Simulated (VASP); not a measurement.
# A VASP study of ReB2 (r2SCAN + rVV10): structure first, properties next, part 6 of 7

Aim: relax ReB2, then compute properties on the relaxed cell. The start is a cell from a database of measured crystal structures.

VASP 6.6.1; r2SCAN with rVV10; plane waves and PAW (Re, B).

So far. Step 10 (Volume scan with r2SCAN + rVV10 (run 5)): The run ends at a pressure of -6.97 GPa, with forces up to 0.0040 eV/Å.

### Step 11. Volume scan with r2SCAN + rVV10 (run 6)

The input, INCAR:

```
SYSTEM = ReB2
PREC = Accurate
ENCUT = 420
EDIFF = 1E-06
NELM = 100
ISMEAR = 0
SIGMA = 0.05
LREAL = .FALSE.
ALGO = Normal
METAGGA = R2SCAN
LUSE_VDW = .TRUE.
IVDW_NL = 2
BPARAM = 11.95
CPARAM = 0.0093
LASPH = .TRUE.
NBANDS = 19
LORBIT = 11
LWAVE = .FALSE.
LCHARG = .FALSE.
KPAR = 4
ISIF = 2
```

The input, POSCAR:

```
ReB2
1.0
    2.9399697724      0.0000000000      0.0000000000
   -1.4699848862      2.5460885092      0.0000000000
    0.0000000000      0.0000000000      7.5785118820
Re B
2 4
Direct
    0.3333333333      0.6666666667      0.2500000000
    0.6666666667      0.3333333333      0.7500000000
    0.3333333333      0.6666666667      0.5480082846
    0.6666666667      0.3333333333      0.0480082846
    0.3333333333      0.6666666667      0.9519917154
    0.6666666667      0.3333333333      0.4519917154
```

The input, KPOINTS:

```
Automatic mesh
0
Gamma
8 8 3
0 0 0
```

PAW data sets: Re and B (PBE family, release 64).

Run with:

```console
mpirun -np 4 vasp_std
```

The program printed:

```text
[... set-up lines as in an earlier step ...]
 entering main loop
       N       E                     dE             d eps       ncg     rms          rms(c)
Total rVV10 correction in eV:      0.2978568    35.8663179
Total rVV10 correction in eV:      0.2978568    35.8663179
Total rVV10 correction in eV:      0.2978568    35.8663179
Total rVV10 correction in eV:      0.2978568    35.8663179
DAV:   1    -0.267941959530E+02   -0.26794E+02   -0.11555E+04  1501   0.144E+03
DAV:   2    -0.137743124629E+03   -0.11095E+03   -0.10426E+03  1448   0.410E+02
DAV:   3    -0.143907647006E+03   -0.61645E+01   -0.59496E+01  1367   0.106E+02
DAV:   4    -0.144067207657E+03   -0.15956E+00   -0.15666E+00  1432   0.109E+01
DAV:   5    -0.144069991918E+03   -0.27843E-02   -0.27661E-02  1336   0.177E+00    0.538E+01
Total rVV10 correction in eV:      0.2779188    35.8663179
Total rVV10 correction in eV:      0.2779188    35.8663179
Total rVV10 correction in eV:      0.2779188    35.8663179
Total rVV10 correction in eV:      0.2779188    35.8663179
[...]
Total rVV10 correction in eV:      0.2768233    35.8663179
DAV:  10    -0.136528779191E+03   -0.10238E-03   -0.93167E-04  1360   0.487E-01    0.394E-02
Total rVV10 correction in eV:      0.2768963    35.8663179
Total rVV10 correction in eV:      0.2768963    35.8663179
Total rVV10 correction in eV:      0.2768963    35.8663179
Total rVV10 correction in eV:      0.2768963    35.8663179
DAV:  11    -0.136528791809E+03   -0.12618E-04   -0.92266E-05  1304   0.133E-01    0.242E-02
Total rVV10 correction in eV:      0.2769343    35.8663179
Total rVV10 correction in eV:      0.2769343    35.8663179
Total rVV10 correction in eV:      0.2769343    35.8663179
Total rVV10 correction in eV:      0.2769343    35.8663179
DAV:  12    -0.136528792152E+03   -0.34334E-06   -0.56794E-06  1000   0.429E-02
Total rVV10 correction in eV:      0.2769381    35.8663179
Total rVV10 correction in eV:      0.2769381    35.8663179
Total rVV10 correction in eV:      0.2769381    35.8663179
Total rVV10 correction in eV:      0.2769381    35.8663179
Total rVV10 correction in eV:      0.2769403    35.8663179
Total rVV10 correction in eV:      0.2769403    35.8663179
Total rVV10 correction in eV:      0.2769403    35.8663179
Total rVV10 correction in eV:      0.2769403    35.8663179
   1 F= -.13652879E+03 E0= -.13652697E+03  d E =-.364434E-02
```

Run time: 32 s. Hardware: 4 MPI ranks of Intel Xeon Platinum 8488C (Sapphire Rapids), shared host; peak memory 0.96 GiB; 2 min of CPU time.

OUTCAR, selected parts (step 11):

```text
  Total       -4.1347868     -4.1347868     -5.8176135     -0.0000000     -0.0000000      0.0000000
  in kB     -116.7786386   -116.7786386   -164.3066534     -0.0000000     -0.0000000      0.0000000
  external PRESSURE =    -132.6213102 kB  Pullay stress =       0.0000000 kB

 POSITION                                       TOTAL-FORCE (eV/Angst)
 -----------------------------------------------------------------------------------
     -0.00000      1.69739      1.89463         0.000000     -0.000000      0.000000
      1.46998      0.84870      5.68388        -0.000000      0.000000      0.000000
     -0.00000      1.69739      4.15309        -0.000000     -0.000000      0.002485
      1.46998      0.84870      0.36383         0.000000      0.000000      0.002485
     -0.00000      1.69739      7.21468        -0.000000      0.000000     -0.002485
      1.46998      0.84870      3.42542         0.000000     -0.000000     -0.002485
 -----------------------------------------------------------------------------------
    total drift:                               -0.000000      0.000000     -0.000000

  FREE ENERGIE OF THE ION-ELECTRON SYSTEM (eV)
  ---------------------------------------------------
  free  energy   TOTEN  =      -136.5287921522 eV

  energy  without entropy=     -136.5251478127  energy(sigma->0) =     -136.52696998

[... 1 part as in an earlier step ...]

[... 2 further parts left out ...]
[key lines of the parts left out:]
E-fermi :   7.5783
```

The pressure falls from -6.97 to -13.26 GPa.

The run ends at a pressure of -13.26 GPa, with forces up to 0.0025 eV/Å.

### Step 12. Volume scan with r2SCAN + rVV10 (run 7)

A prediction first. A least-squares parabola for the 6 pressures of evenly scaled cells so far, P = -0.03 -367.6 t +781 t² GPa with t = ln(V/V₁) and V₁ the volume at scale 1, gives -18.80 GPa at t = +0.0583.

INCAR is that of step 11.

POSCAR: that of step 11 with these lines changed.

```diff
@@ -2,5 +2,5 @@
 1.0
-    2.9399697724      0.0000000000      0.0000000000
-   -1.4699848862      2.5460885092      0.0000000000
-    0.0000000000      0.0000000000      7.5785118820
+    2.9586961994      0.0000000000      0.0000000000
+   -1.4793480997      2.5623060707      0.0000000000
+    0.0000000000      0.0000000000      7.6267839598
 Re B
```

KPOINTS is that of step 11.

Run with:

```console
mpirun -np 4 vasp_std
```

The program printed:

```text
[... set-up lines as in an earlier step ...]
 entering main loop
       N       E                     dE             d eps       ncg     rms          rms(c)
Total rVV10 correction in eV:      0.3041350    35.8663179
Total rVV10 correction in eV:      0.3041350    35.8663179
Total rVV10 correction in eV:      0.3041350    35.8663179
Total rVV10 correction in eV:      0.3041350    35.8663179
DAV:   1    -0.298254425036E+02   -0.29825E+02   -0.11527E+04  1509   0.144E+03
DAV:   2    -0.138183672497E+03   -0.10836E+03   -0.10206E+03  1436   0.419E+02
DAV:   3    -0.143813351969E+03   -0.56297E+01   -0.54371E+01  1401   0.924E+01
DAV:   4    -0.143941270975E+03   -0.12792E+00   -0.12611E+00  1400   0.955E+00
DAV:   5    -0.143943647894E+03   -0.23769E-02   -0.23625E-02  1328   0.171E+00    0.518E+01
Total rVV10 correction in eV:      0.2835742    35.8663178
Total rVV10 correction in eV:      0.2835742    35.8663178
Total rVV10 correction in eV:      0.2835742    35.8663178
Total rVV10 correction in eV:      0.2835742    35.8663178
[...]
Total rVV10 correction in eV:      0.2822524    35.8663179
DAV:  10    -0.136419051980E+03   -0.16175E-03   -0.95274E-04  1360   0.469E-01    0.333E-02
Total rVV10 correction in eV:      0.2823173    35.8663179
Total rVV10 correction in eV:      0.2823173    35.8663179
Total rVV10 correction in eV:      0.2823173    35.8663179
Total rVV10 correction in eV:      0.2823173    35.8663179
DAV:  11    -0.136419062933E+03   -0.10953E-04   -0.98055E-05  1304   0.126E-01    0.302E-02
Total rVV10 correction in eV:      0.2823580    35.8663179
Total rVV10 correction in eV:      0.2823580    35.8663179
Total rVV10 correction in eV:      0.2823580    35.8663179
Total rVV10 correction in eV:      0.2823580    35.8663179
DAV:  12    -0.136419063399E+03   -0.46589E-06   -0.83920E-06  1160   0.402E-02
Total rVV10 correction in eV:      0.2823605    35.8663179
Total rVV10 correction in eV:      0.2823605    35.8663179
Total rVV10 correction in eV:      0.2823605    35.8663179
Total rVV10 correction in eV:      0.2823605    35.8663179
Total rVV10 correction in eV:      0.2823633    35.8663179
Total rVV10 correction in eV:      0.2823633    35.8663179
Total rVV10 correction in eV:      0.2823633    35.8663179
Total rVV10 correction in eV:      0.2823633    35.8663179
   1 F= -.13641906E+03 E0= -.13641722E+03  d E =-.369037E-02
```

Run time: 33 s. Hardware: 4 MPI ranks; peak memory 0.96 GiB; 2.1 min of CPU time.

From OUTCAR (step 12):

```text
  Total       -6.0264397     -6.0264397     -8.4487787      0.0000000      0.0000000      0.0000000
  in kB     -166.9931169   -166.9931169   -234.1163226      0.0000000      0.0000000      0.0000000
  external PRESSURE =    -189.3675188 kB  Pullay stress =       0.0000000 kB

 POSITION                                       TOTAL-FORCE (eV/Angst)
 -----------------------------------------------------------------------------------
     -0.00000      1.70820      1.90670        -0.000000      0.000000      0.000000
      1.47935      0.85410      5.72009         0.000000     -0.000000      0.000000
     -0.00000      1.70820      4.17954         0.000000     -0.000000     -0.000417
      1.47935      0.85410      0.36615        -0.000000      0.000000     -0.000417
     -0.00000      1.70820      7.26064        -0.000000     -0.000000      0.000417
      1.47935      0.85410      3.44724         0.000000      0.000000      0.000417
 -----------------------------------------------------------------------------------
    total drift:                               -0.000000      0.000000     -0.000000

  FREE ENERGIE OF THE ION-ELECTRON SYSTEM (eV)
  ---------------------------------------------------
  free  energy   TOTEN  =      -136.4190633985 eV

  energy  without entropy=     -136.4153730282  energy(sigma->0) =     -136.41721821

[... 1 part as in an earlier step ...]

[... 2 further parts left out ...]
[key lines of the parts left out:]
E-fermi :   7.3648
```

The pressure falls from -13.26 to -18.94 GPa. The parabola predicted -18.80 GPa, +0.14 GPa off.

### Step 13. Comparing the runs

Times are for 4 MPI ranks of Intel Xeon Platinum 8488C (Sapphire Rapids), shared host. Results by setting:

```csv
no.,volume scale,energy above the lowest point (meV/atom),pressure (GPa),time,memory (GiB)
1,0.94,41.6,25.73,45 s,0.97
2,0.96,17.85,16.26,40 s,0.96
3,0.98,4.31,7.708,32 s,0.96
4,1,0,-0.009620,30 s,0.95
5,1.02,4,-6.974,31 s,0.95
6,1.04,15.51,-13.26,32 s,0.96
7,1.06,33.81,-18.94,33 s,0.96
```

### Step 14. Fit for r2SCAN + rVV10

This step: Birch-Murnaghan fit, r2SCAN with rVV10; plane waves and PAW (VASP 6.6.1).

No new run; the numbers come from the runs before.

This step gave:

```yaml
pressure_derivative_of_the_bulk_modulus: 4.125
r_m_s_error_of_the_fit: 8.05e-7 eV/atom
minimum_inside_the_sampled_range: yes
bulk_modulus: 366.1 GPa
equilibrium_volume_of_the_fit: 9.091 Å³/atom
```

The energy above the fitted minimum by volume:

| volume (Å³/atom) | energy above the fitted minimum (eV/atom) |
| --- | --- |
| 8.546 | 0.0416 |
| 8.727 | 0.0179 |
| 8.909 | 0.00431 |
| 9.091 | -1.2e-7 |
| 9.273 | 0.00400 |
| 9.455 | 0.0155 |
| 9.637 | 0.0338 |

The fit over cells of fixed shape and fractional positions puts the volume +0.00 % from the relaxed one.

### Step 15. Optical spectrum (r2SCAN + rVV10)

This step: r2SCAN with rVV10; plane waves and PAW (Re, B) (VASP 6.6.1).

LOPTICS sums transitions from filled to empty bands. The mesh is finer than in the run before. NBANDS is raised for it.

INCAR: that of step 12 with these lines changed.

```diff
@@ -15,3 +15,3 @@
 LASPH = .TRUE.
-NBANDS = 19
+NBANDS = 61
 LORBIT = 11
@@ -20,2 +20,4 @@
 KPAR = 4
-ISIF = 2
+LOPTICS = .TRUE.
+NEDOS = 1500
+CSHIFT = 0.1
```

POSCAR: that of step 12 with these lines changed.

```diff
@@ -2,5 +2,5 @@
 1.0
-    2.9586961994      0.0000000000      0.0000000000
-   -1.4793480997      2.5623060707      0.0000000000
-    0.0000000000      0.0000000000      7.6267839598
+    2.9017840246      0.0000000000      0.0000000000
+   -1.4508920123      2.5130186816      0.0000000000
+    0.0000000000      0.0000000000      7.4800785083
 Re B
```

The input, KPOINTS:

```
Automatic mesh
0
Gamma
11 11 4
0 0 0
```

Run with:

```console
mpirun -np 4 vasp_std
```

The program printed:

```text
[... set-up lines as in an earlier step ...]
 entering main loop
       N       E                     dE             d eps       ncg     rms          rms(c)
Total rVV10 correction in eV:      0.2851813    35.8663179
Total rVV10 correction in eV:      0.2851813    35.8663179
Total rVV10 correction in eV:      0.2851813    35.8663179
Total rVV10 correction in eV:      0.2851813    35.8663179
DAV:   1    -0.489110877100E+00   -0.48911E+00   -0.87582E+03 11704   0.451E+02
DAV:   2    -0.139277647506E+03   -0.13879E+03   -0.12306E+03 10192   0.177E+02
DAV:   3    -0.144283455352E+03   -0.50058E+01   -0.49189E+01 10264   0.433E+01
DAV:   4    -0.144307799873E+03   -0.24345E-01   -0.24329E-01 10176   0.154E+00
DAV:   5    -0.144307947594E+03   -0.14772E-03   -0.14766E-03  9488   0.211E-01    0.584E+01
Total rVV10 correction in eV:      0.2666210    35.8663179
Total rVV10 correction in eV:      0.2666210    35.8663179
Total rVV10 correction in eV:      0.2666210    35.8663179
Total rVV10 correction in eV:      0.2666210    35.8663179
DAV:   6    -0.136821331814E+03    0.74866E+01   -0.66665E+00 10696   0.298E+01    0.115E+01
Total rVV10 correction in eV:      0.2670014    35.8663180
Total rVV10 correction in eV:      0.2670014    35.8663180
Total rVV10 correction in eV:      0.2670014    35.8663180
Total rVV10 correction in eV:      0.2670014    35.8663180
DAV:   7    -0.136697937646E+03    0.12339E+00   -0.10154E+00 10456   0.849E+00    0.128E+01
Total rVV10 correction in eV:      0.2650694    35.8663180
Total rVV10 correction in eV:      0.2650694    35.8663180
Total rVV10 correction in eV:      0.2650694    35.8663180
Total rVV10 correction in eV:      0.2650694    35.8663180
DAV:   8    -0.136652098140E+03    0.45840E-01   -0.13468E-01 10704   0.224E+00    0.108E+00
Total rVV10 correction in eV:      0.2656222    35.8663180
Total rVV10 correction in eV:      0.2656222    35.8663180
Total rVV10 correction in eV:      0.2656222    35.8663180
Total rVV10 correction in eV:      0.2656222    35.8663180
DAV:   9    -0.136646040743E+03    0.60574E-02   -0.14171E-02 10952   0.884E-01    0.285E-01
Total rVV10 correction in eV:      0.2657594    35.8663180
Total rVV10 correction in eV:      0.2657594    35.8663180
Total rVV10 correction in eV:      0.2657594    35.8663180
Total rVV10 correction in eV:      0.2657594    35.8663180
DAV:  10    -0.136645030690E+03    0.10101E-02   -0.12180E-03  9915   0.467E-01    0.135E-01
Total rVV10 correction in eV:      0.2658149    35.8663180
Total rVV10 correction in eV:      0.2658149    35.8663180
Total rVV10 correction in eV:      0.2658149    35.8663180
Total rVV10 correction in eV:      0.2658149    35.8663180
DAV:  11    -0.136645034050E+03   -0.33600E-05   -0.72074E-05 10112   0.586E-02    0.286E-02
Total rVV10 correction in eV:      0.2658999    35.8663180
Total rVV10 correction in eV:      0.2658999    35.8663180
Total rVV10 correction in eV:      0.2658999    35.8663180
Total rVV10 correction in eV:      0.2658999    35.8663180
DAV:  12    -0.136645038384E+03   -0.43333E-05   -0.12360E-05  9664   0.335E-02    0.193E-02
Total rVV10 correction in eV:      0.2658995    35.8663180
Total rVV10 correction in eV:      0.2658995    35.8663180
Total rVV10 correction in eV:      0.2658995    35.8663180
Total rVV10 correction in eV:      0.2658995    35.8663180
DAV:  13    -0.136645038379E+03    0.45106E-08   -0.23992E-07  4656   0.387E-03
Total rVV10 correction in eV:      0.2658970    35.8663180
Total rVV10 correction in eV:      0.2658970    35.8663180
Total rVV10 correction in eV:      0.2658970    35.8663180
Total rVV10 correction in eV:      0.2658970    35.8663180
Total rVV10 correction in eV:      0.2658991    35.8663180
Total rVV10 correction in eV:      0.2658991    35.8663180
Total rVV10 correction in eV:      0.2658991    35.8663180
Total rVV10 correction in eV:      0.2658991    35.8663180
   1 F= -.13664504E+03 E0= -.13664376E+03  d E =-.255331E-02
 optical routines
 imaginary and real dielectric function
 direction            1
 direction            2
 direction            3
```

Run time: 1.9 min. Hardware: 4 MPI ranks; peak memory 1.3 GiB.

From OUTCAR (step 15):

```text
   k-points           NKPTS =     48   k-points in BZ     NKDIM =     48   number of bands    NBANDS=     61

   NELECT =      26.0000    total number of electrons

 E-fermi :   7.8791

 k-point     1 :       0.0000    0.0000    0.0000
  band No.  band energies     occupation
    ...
      8       5.1859      2.00000
      9       5.5240      2.00000
     10       5.5240      2.00000
     11       5.7011      2.00000
     12       5.7011      2.00000
     13       8.0975      0.00000
     14       8.0975      0.00000
     15      10.5157      0.00000
     16      10.5157      0.00000
     17      12.1797      0.00000
    ...

  Total        0.1025942      0.1025942     -0.2800854      0.0000000     -0.0000000      0.0000000
  in kB        3.0134663      3.0134663     -8.2268587      0.0000000     -0.0000000      0.0000000
  external PRESSURE =      -0.7333087 kB  Pullay stress =       0.0000000 kB

 POSITION                                       TOTAL-FORCE (eV/Angst)
 -----------------------------------------------------------------------------------
     -0.00000      1.67535      1.87002         0.000000     -0.000000      0.000000
      1.45089      0.83767      5.61006        -0.000000      0.000000      0.000000
     -0.00000      1.67535      4.09914         0.000000     -0.000000     -0.005943
      1.45089      0.83767      0.35911        -0.000000      0.000000     -0.005943
     -0.00000      1.67535      7.12097         0.000000     -0.000000      0.005943
      1.45089      0.83767      3.38093         0.000000      0.000000      0.005943
 -----------------------------------------------------------------------------------
    total drift:                               -0.000000      0.000000     -0.000000

  FREE ENERGIE OF THE ION-ELECTRON SYSTEM (eV)
  ---------------------------------------------------
  free  energy   TOTEN  =      -136.6450383791 eV

  energy  without entropy=     -136.6424850729  energy(sigma->0) =     -136.64376173

 plasma frequency squared (from intraband transitions) (eV^2)
  --------------------------------------------------------------------------------------
      59.346       0.000      -0.000
       0.000      59.346       0.000
       0.000       0.000     145.216

[... 8 parts as in an earlier step ...]

[... 8 further parts left out ...]
```

These are independent-particle spectra without excitons or local fields. Fine structure and low peaks depend on the mesh and on CSHIFT. The intraband (Drude) part is not in this spectrum.

Numbers from this step:

| Property | Result |
| --- | --- |
| SCF cycles | 13 |
| bands | 61 |
| irreducible k-points | 48 |
| free energy (TOTEN) | -136.6450 eV |
| energy at zero smearing | -136.6438 eV |
| Fermi energy | 7.879 eV |
| pressure | -0.07333 GPa |

The imaginary dielectric function has structure finer than the step of the table below, so its rows give means over 1 eV, whole bins alone (the curve runs from 0 to 25.0 eV). Peaks (eV: height): xx 0.5: 7.87, 2.6: 14.7, 5.2: 18.1, 6.6: 13.4, 9.8: 11.5; zz 2.1: 20.4, 2.6: 36.1, 3.7: 23.8, 4.8: 15.0, 5.8: 18.4, 11.6: 9.77.

Imaginary dielectric function against photon energy; means over each step:

```
photon energy (eV)     xx     zz
                 1   3.02  0.801
                 2   5.77   13.3
                 3   8.36   25.1
                 4   6.40   14.5
                 5   14.2   13.0
                 6   12.6   12.9
                 7   10.9   6.24
                 8   8.54   5.33
                 9   6.65   6.43
                10   9.93   7.19
                11   7.36   8.43
                12   5.70   8.22
                13   4.86   4.65
                14   4.33   2.68
                15   2.92   2.41
                16   2.47   1.96
                17   1.54   1.16
                18   1.32  0.983
                19   1.08   1.06
                20  0.860  0.709
                21  0.694  0.630
                22  0.614  0.659
                23  0.547  0.549
                24  0.563  0.479
```

The real dielectric function by photon energy:

| photon energy (eV) | xx | zz |
| --- | --- | --- |
| 0 | 19.0 | 20.3 |
| 1 | 12.6 | 22.2 |
| 2 | 18.4 | 33.3 |
| 3 | 8.59 | 6.97 |
| 4 | 11.6 | 0.261 |
| 5 | 13.1 | 1.14 |
| 6 | 3.16 | -5.81 |
| 7 | 1.08 | -1.08 |
| 8 | -0.989 | 0.999 |
| 9 | 2.65 | 1.76 |
| 10 | -1.33 | 1.91 |
| 11 | -3.07 | 0.757 |
| 12 | -2.38 | -3.12 |
| 13 | -1.49 | -5.11 |
| 14 | -3.08 | -2.95 |
| 15 | -2.64 | -2.61 |
| 16 | -2.42 | -2.05 |
| 17 | -1.90 | -1.91 |
| 18 | -1.65 | -1.13 |
| 19 | -1.31 | -0.995 |
| 20 | -0.998 | -1.05 |
| 21 | -0.776 | -0.490 |
| 22 | -0.571 | -0.440 |
| 23 | -0.320 | -0.377 |
| 24 | -0.216 | -0.247 |

(Part 6 of 7 ends here.)

[Lines on the potential files, build, host, timing and source positions are cut from VASP's logs without a mark.]

[Logs are printed without paths, hosts, clocks, repeated set-up lines and the standing remarks that a program may print on its own settings, such as how far it seeks lower states.]

[Hosts, paths, dates, database ids (printed as entryN), source tags and the programs' standing remarks are cut or masked in the printed files.]

[A measured line is paired with the nearest computed mode of its activity, which favours agreement.]

[In band tables of VASP the shares of atoms and orbitals are scaled to a sum of 1 inside the atoms' spheres.]
